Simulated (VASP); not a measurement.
These are PBEsol GGA, VASP's PBE PAW potentials (set 64) (plane waves; VASP) values and carry that method's errors.

The input files of a VASP run:

POSCAR:
```
NaF
1
    0.0000000000     2.3150000000     2.3150000000
    2.3150000000     0.0000000000     2.3150000000
    2.3150000000     2.3150000000     0.0000000000
Na F
1 1
Direct
  0.0000000000   0.0000000000   0.0000000000
  0.5000000000   0.5000000000   0.5000000000
```

**KPOINTS**
```
Automatic mesh
0
Gamma
10 10 10
0 0 0
```

### INCAR
```
SYSTEM = NaF
PREC = Accurate; ENCUT = 620; LREAL = .FALSE.
LASPH = .TRUE.
EDIFF = 1E-6; NELM = 100; ALGO = Normal
ISMEAR = 0; SIGMA = 0.05
GGA = PS
IBRION = 2; NSW = 40; ISIF = 3
EDIFFG = -0.02; PSTRESS = 50
LWAVE = .FALSE.; LCHARG = .FALSE.
```

POTCAR, in this order: Na_pv F (PBE.64 set). Program: vasp_std.

Output

OSZICAR:
```
       N       E                     dE             d eps       ncg     rms          rms(c)
DAV:   1     0.120833819384E+03    0.12083E+03   -0.89998E+03  1043   0.176E+03
DAV:   2    -0.255210756436E+01   -0.12339E+03   -0.11471E+03  1128   0.397E+02
DAV:   3    -0.946756202886E+01   -0.69155E+01   -0.68934E+01  1193   0.948E+01
DAV:   4    -0.953872720462E+01   -0.71165E-01   -0.71155E-01  1127   0.103E+01
DAV:   5    -0.953947561068E+01   -0.74841E-03   -0.74840E-03  1184   0.110E+00    0.490E+00
DAV:   6    -0.878751255526E+01    0.75196E+00   -0.32330E+00  1238   0.185E+01    0.183E+00
DAV:   7    -0.877195427012E+01    0.15558E-01   -0.30177E-02  1058   0.267E+00    0.102E+00
DAV:   8    -0.877044913459E+01    0.15051E-02   -0.25707E-02  1076   0.441E+00    0.127E-01
DAV:   9    -0.877110709256E+01   -0.65796E-03   -0.40803E-03  1166   0.746E-01    0.878E-02
DAV:  10    -0.877101034988E+01    0.96743E-04   -0.76685E-04  1106   0.369E-01    0.137E-02
DAV:  11    -0.877101264239E+01   -0.22925E-05   -0.38059E-05  1115   0.154E-01    0.439E-03
DAV:  12    -0.877101299186E+01   -0.34948E-06   -0.44613E-06  1154   0.338E-02
   1 F= -.79966539E+01 E0= -.79966539E+01  d E =-.799665E+01
       N       E                     dE             d eps       ncg     rms          rms(c)
DAV:   1    -0.921537658749E+01   -0.44436E+00   -0.87697E+00  1217   0.496E+01    0.537E+00
DAV:   2    -0.880113869747E+01    0.41424E+00   -0.16839E+00  1184   0.145E+01    0.147E+00
DAV:   3    -0.877140833428E+01    0.29730E-01   -0.62371E-02  1162   0.589E+00    0.761E-01
DAV:   4    -0.875942616988E+01    0.11982E-01   -0.10206E-02  1178   0.370E+00    0.128E-01
DAV:   5    -0.875889338615E+01    0.53278E-03   -0.15134E-03  1242   0.711E-01    0.322E-02
DAV:   6    -0.875879642267E+01    0.96963E-04   -0.21637E-04  1214   0.314E-01    0.143E-02
DAV:   7    -0.875879564680E+01    0.77587E-06   -0.12616E-05  1227   0.541E-02    0.413E-03
DAV:   8    -0.875879586844E+01   -0.22164E-06   -0.99735E-07   588   0.218E-02
   2 F= -.80289592E+01 E0= -.80289592E+01  d E =-.323053E-01
       N       E                     dE             d eps       ncg     rms          rms(c)
DAV:   1    -0.884556019514E+01   -0.86765E-01   -0.20194E+00  1208   0.243E+01    0.254E+00
DAV:   2    -0.875183097273E+01    0.93729E-01   -0.36765E-01  1190   0.678E+00    0.699E-01
DAV:   3    -0.874499132013E+01    0.68397E-02   -0.12123E-02  1160   0.287E+00    0.358E-01
DAV:   4    -0.874226957349E+01    0.27217E-02   -0.21589E-03  1166   0.175E+00    0.544E-02
DAV:   5    -0.874215719080E+01    0.11238E-03   -0.31534E-04  1221   0.330E-01    0.141E-02
DAV:   6    -0.874213708805E+01    0.20103E-04   -0.41978E-05  1199   0.138E-01    0.621E-03
DAV:   7    -0.874213701993E+01    0.68115E-07   -0.22315E-06   764   0.227E-02
   3 F= -.80328007E+01 E0= -.80328007E+01  d E =-.361468E-01
```

**OUTCAR**
```
------------------------ aborting loop because EDIFF is reached ----------------------------------------
  FORCE on cell =-STRESS in cart. coord.  units (eV):
  Direction    XX          YY          ZZ          XY          YZ          ZX
  --------------------------------------------------------------------------------------
  Total        0.7310267      0.7310267      0.7310267      0.0000000     -0.0000000      0.0000000
  in kB       51.5289213     51.5289213     51.5289213      0.0000000     -0.0000000      0.0000000
  external PRESSURE =       1.5289213 kB  Pullay stress =      50.0000000 kB
  volume of cell :       22.73
      direct lattice vectors                 reciprocal lattice vectors
     0.000000000  2.248300003  2.248300003    -0.222390250  0.222390250  0.222390250
     2.248300003  0.000000000  2.248300003     0.222390250 -0.222390250  0.222390250
     2.248300003  2.248300003  0.000000000     0.222390250  0.222390250 -0.222390250
  FREE ENERGIE OF THE ION-ELECTRON SYSTEM (eV)
  ---------------------------------------------------
  free  energy   TOTEN  =        -8.7421370199 eV

  energy  without entropy=       -8.7421370199  energy(sigma->0) =       -8.74213702
  enthalpy is  TOTEN    =        -8.0328006945 eV   P V=        0.7093363255

 reached required accuracy - stopping structural energy minimisation
```
(Selected blocks of OUTCAR.)

File CONTCAR:
```
NaF
   1.00000000000000
     0.0000000000000000    2.2483000031180453    2.2483000031180453
     2.2483000031180453    0.0000000000000000    2.2483000031180453
     2.2483000031180453    2.2483000031180453    0.0000000000000000
  Na              F
     1     1
Direct
     0.0000000000000000    0.0000000000000000    0.0000000000000000
     0.5000000000000000    0.5000000000000000    0.5000000000000000
```

### OUTCAR
```
 val. band max:       -1.7660920973   @ k =   0.0000   0.0000   0.0000

 cond. band min:       4.8945299145   @ k =   0.0000   0.0000   0.0000


 Fermi energy:        -1.4885415613

 k-point     1 :       0.0000    0.0000    0.0000
  band No.  band energies     occupation
      1     -20.9890      2.00000
      2     -20.2752      2.00000
      3     -20.2752      2.00000
      4     -20.2752      2.00000
      5      -1.7661      2.00000
      6      -1.7661      2.00000
      7      -1.7661      2.00000
      8       4.8945      0.00000
      9      17.7112      0.00000
     10      17.7112      0.00000
     11      17.7112      0.00000

 k-point     2 :       0.1000    0.0000    0.0000
  band No.  band energies     occupation
      1     -21.0845      2.00000
      2     -20.2767      2.00000
      3     -20.2767      2.00000
      4     -20.1626      2.00000
      5      -1.9926      2.00000
      6      -1.7963      2.00000
      7      -1.7963      2.00000
      8       5.2790      0.00000
      9      16.3558      0.00000
     10      17.8927      0.00000
     11      17.8927      0.00000

 k-point     3 :       0.2000    0.0000    0.0000
  band No.  band energies     occupation
      1     -21.2620      2.00000
      2     -20.2806      2.00000
      3     -20.2806      2.00000
      4     -19.9397      2.00000
      5      -2.5132      2.00000
      6      -1.8749      2.00000
      7      -1.8749      2.00000
      8       6.2563      0.00000
      9      14.5623      0.00000
     10      18.3608      0.00000
     11      18.3608      0.00000

 k-point     4 :       0.3000    0.0000    0.0000
  band No.  band energies     occupation
      1     -21.4200      2.00000
      2     -20.2854      2.00000
      3     -20.2854      2.00000
      4     -19.7246      2.00000
      5      -3.0611      2.00000
      6      -1.9702      2.00000
      7      -1.9702      2.00000
      8       7.5066      0.00000
      9      13.0916      0.00000
...
```

Energy and stress use the plane-wave basis of the starting cell.

The compound is NaF in the rock salt structure. This run relaxes it under an external pressure of 5 GPa. Symmetry was kept, so distortions that lower it aren't found.
